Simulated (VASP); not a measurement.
Level of theory: LDA (Ceperley-Alder, Perdew-Zunger), VASP's LDA PAW potentials (set 64) (plane waves; VASP 6.6.1).

The input files of a VASP run:

### POSCAR
```
TiSb2
5.5554340
 -0.6032750997   0.6032750997   0.5216496137
  0.6032750997  -0.6032750997   0.5216496137
  0.6032750997   0.6032750997  -0.5216496137
Ti Sb
2 4
Cartesian
  0.0000000000   0.0000000000   0.2608248068
 -0.0000000000   0.0000000000   0.7824744205
  0.4198312074   0.1834438923   0.5216496137
  0.1834438923   0.4198312074   0.0000000000
 -0.1834438923   0.4198312074   0.5216496137
  0.7867189920   0.1834438923  -0.0000000000
```

### INCAR
```
SYSTEM = TiSb2
PREC = Accurate
ENCUT = 300
EDIFF = 1E-6
NELM = 100
ALGO = Normal
LREAL = .FALSE.
LASPH = .TRUE.
ISMEAR = -1
SIGMA = 0.1
LMAXMIX = 4
LWAVE = .FALSE.
LCHARG = .FALSE.
ISIF = 2
```

File KPOINTS:
```
Automatic mesh
0
Gamma
5 5 5
0 0 0
```

POTCAR, in this order: Ti_sv Sb (LDA.64 set). Program: vasp_std.

Output of the run:

**OSZICAR**
```
       N       E                     dE             d eps       ncg     rms          rms(c)
DAV:   1     0.334733895863E+03    0.33473E+03   -0.14885E+04  1048   0.110E+03
DAV:   2     0.440868642202E+01   -0.33033E+03   -0.32519E+03  1050   0.359E+02
DAV:   3    -0.379912413690E+02   -0.42400E+02   -0.41524E+02  1598   0.113E+02
DAV:   4    -0.415901323409E+02   -0.35989E+01   -0.35849E+01  1336   0.292E+01
DAV:   5    -0.418337048292E+02   -0.24357E+00   -0.24339E+00  1410   0.615E+00    0.138E+01
DAV:   6    -0.410116889304E+02    0.82202E+00   -0.47186E+01  1336   0.395E+01    0.940E+00
DAV:   7    -0.393454046307E+02    0.16663E+01   -0.20016E+01  1334   0.245E+01    0.483E+00
DAV:   8    -0.391928826539E+02    0.15252E+00   -0.14689E+00  1204   0.817E+00    0.970E-01
DAV:   9    -0.391867170180E+02    0.61656E-02   -0.88312E-02  1332   0.243E+00    0.403E-01
DAV:  10    -0.391859331972E+02    0.78382E-03   -0.80925E-03  1436   0.730E-01    0.100E-01
DAV:  11    -0.391858349575E+02    0.98240E-04   -0.14684E-03  1384   0.254E-01    0.461E-02
DAV:  12    -0.391858282171E+02    0.67404E-05   -0.84320E-05  1486   0.471E-02    0.655E-03
DAV:  13    -0.391858288036E+02   -0.58646E-06   -0.18262E-06   982   0.725E-03
   1 F= -.39185829E+02 E0= -.39153274E+02  d E =-.651094E-01
```

**OUTCAR**
```
------------------------ aborting loop because EDIFF is reached ----------------------------------------
  FORCE on cell =-STRESS in cart. coord.  units (eV):
  Direction    XX          YY          ZZ          XY          YZ          ZX
  --------------------------------------------------------------------------------------
  Total       -4.4380485     -4.4380485     -4.0123566      0.0000000     -0.0000000     -0.0000000
  in kB      -54.6108535    -54.6108535    -49.3726507      0.0000000     -0.0000000     -0.0000000
  external PRESSURE =     -52.8647859 kB  Pullay stress =       0.0000000 kB
  volume of cell :      130.20
      direct lattice vectors                 reciprocal lattice vectors
    -3.351455000  3.351455000  2.897990000     0.000000000  0.149188934  0.172533377
     3.351455000 -3.351455000  2.897990000     0.149188934  0.000000000  0.172533377
     3.351455000  3.351455000 -2.897990000     0.149188934  0.149188934  0.000000000
 POSITION                                       TOTAL-FORCE (eV/Angst)
 -----------------------------------------------------------------------------------
      0.00000      0.00000      1.44900        -0.000000     -0.000000      0.000000
      0.00000      0.00000      4.34699        -0.000000     -0.000000      0.000000
      2.33234      1.01911      2.89799        -0.099481      0.099481     -0.000000
      1.01911      2.33234      0.00000         0.099481     -0.099481      0.000000
     -1.01911      2.33234      2.89799        -0.099481     -0.099481      0.000000
      4.37057      1.01911      0.00000         0.099481      0.099481     -0.000000
 -----------------------------------------------------------------------------------
    total drift:                               -0.000000     -0.000000     -0.000000
  FREE ENERGIE OF THE ION-ELECTRON SYSTEM (eV)
  ---------------------------------------------------
  free  energy   TOTEN  =       -39.1858288036 eV

  energy  without entropy=      -39.1207193905  energy(sigma->0) =      -39.15327410
```
(Selected blocks of OUTCAR.)

At this cut-off the stress carries a Pulay error, which pulls relaxed volumes low.

The structure comes from a computed database's TiSb2 entry (I4/mcm); how it stands against other phases isn't given here. The cell was not relaxed at this level. The run is one of a series of settings (GGA removed, POTCAR Ti_sv Sb (LDA.64 set) against the base run), some of them coarse on purpose.
